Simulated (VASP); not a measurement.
An input for Quantum ESPRESSO's pw.x (written as the equivalent of a VASP run, and not itself run):

```
&CONTROL
  calculation = 'scf'
  pseudo_dir = './pseudo'
  outdir = './out'
  tprnfor = .true.
  tstress = .true.
/
&SYSTEM
  ibrav = 0
  nat = 2
  ntyp = 2
  ecutwfc = 82.3
  occupations = 'smearing'
  smearing = 'gaussian'
  degauss = 0.003675
  input_dft = 'pbe'
  vdw_corr = 'grimme-d3'
  dftd3_version = 3
  dftd3_threebody = .false.
/
&ELECTRONS
  conv_thr = 7.3e-09
  electron_maxstep = 100
/
ATOMIC_SPECIES
  Ba 137.327 Ba.upf
  Te 127.600 Te.upf
CELL_PARAMETERS angstrom
     0.0000000    3.4411626    3.4411626
     3.4411626    0.0000000    3.4411626
     3.4411626    3.4411626    0.0000000
ATOMIC_POSITIONS crystal
  Ba   0.0000000  0.0000000  0.0000000
  Te   0.5000000  0.5000000  0.5000000
K_POINTS automatic
  7 7 7 0 0 0
```

Problem. Write the VASP files for the same calculation (PBE-D3 (zero damping)).

Solution. One answer among several that fit: 
**POSCAR**
```
BaTe
4.8665390
  0.0000000000   0.7071067468   0.7071067468
  0.7071067468   0.0000000000   0.7071067468
  0.7071067468   0.7071067468   0.0000000000
Ba Te
1 1
Direct
  0.0000000000   0.0000000000   0.0000000000
  0.5000000000   0.5000000000   0.5000000000
```

File KPOINTS:
```
Regular mesh
0
G
 7 7 7
```

INCAR:
```
ALGO=Normal
EDIFF=1E-7
ENCUT=520
GGA=PE
ISIF=2
ISMEAR=0
IVDW=11
LASPH=.TRUE.
LCHARG=.FALSE.
LMAXMIX=4
LREAL=.FALSE.
LWAVE=.FALSE.
NELM=100
PREC=Accurate
SIGMA=0.05
SYSTEM=BaTe
```

POTCAR, in this order: Ba_sv Te (PBE.64 set). Program: vasp_std.

Limits of the translation: the potentials are each code's own (VASP's PAW set, PseudoDojo norm-conserving files in pw.x), so ENCUT and ecutwfc are chosen apart and not converted; conv_thr bounds pw.x's estimated SCF error, while EDIFF bounds the energy change between steps.

The compound is BaTe in the rock salt structure. This cell is one point of a volume scan, at 0.94 of the reference volume.
